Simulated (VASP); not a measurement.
A run of VASP 6.6.1 is set up as follows.

File INCAR:

```
SYSTEM = Nb2SiO2
PREC = Normal
ENCUT = 520
EDIFF = 1E-5
ISMEAR = 0
SIGMA = 0.15
LREAL = Auto
LASPH = .True.
NELM = 80
ALGO = Fast
ISIF = 3
LWAVE = .False.
LCHARG = .False.
GGA = PE
IBRION = 2
NSW = 110
EDIFFG = -0.03
ISYM = 0
KPAR = 8
```

File KPOINTS:

```
Automatic mesh
0
Gamma
  9 9 2
  0 0 0
```

POSCAR

```
Nb2SiO2
1.0
    3.1098000200     -0.0287442500      0.0522410900
   -1.5797937800      2.6026408100     -0.0941506300
    0.3267170500     -0.4912808700     18.7541563900
Nb Si O
4 2 4
Direct
    0.6076849000      0.3072370200      0.3567617400
    0.2695416800      0.6690257000      0.6467326000
    0.8031816000      0.3722054000      0.1512282700
    0.4159387800      0.6238145500      0.8544740400
    0.3250996600      0.6531075900      0.2348083800
    0.6700839000      0.4260918600      0.7575988500
    0.2817703200      0.6401396500      0.4211672300
    0.7863360800      0.2973579400      0.5907326800
    0.3939976900      0.7468057600      0.0803806700
    0.7517462800      0.3365770400      0.9217140300
```

Potentials or basis: VASP PAW PBE potentials, release 64 (Nb_sv, Si, O).

The run is started by

```console
$ cat potpaw_PBE.64/Nb_sv/POTCAR potpaw_PBE.64/Si/POTCAR potpaw_PBE.64/O/POTCAR > POTCAR
$ mpirun -np 8 vasp_std > vasp.out
```

What does it give for the band gap on the k mesh?

None (metal or under the smearing width).

Estimate the space group after relaxing (to 0.05 Å).

P-1 (No. 2).

What does it give for the relaxed volume?

14.96 Å³/atom.

Forces in eV/Å, atoms in the order of the input:
```
Nb  -0.003 -0.009  0.003
Nb  -0.011 -0.004  0.002
Nb  -0.019  0.013 -0.006
Nb   0.002  0.011 -0.001
Si  -0.003  0.009  0.019
Si  -0.006 -0.004  0.004
O    0.005 -0.007 -0.003
O   -0.002 -0.006 -0.012
O    0.023 -0.011 -0.010
O    0.014  0.008  0.004
```
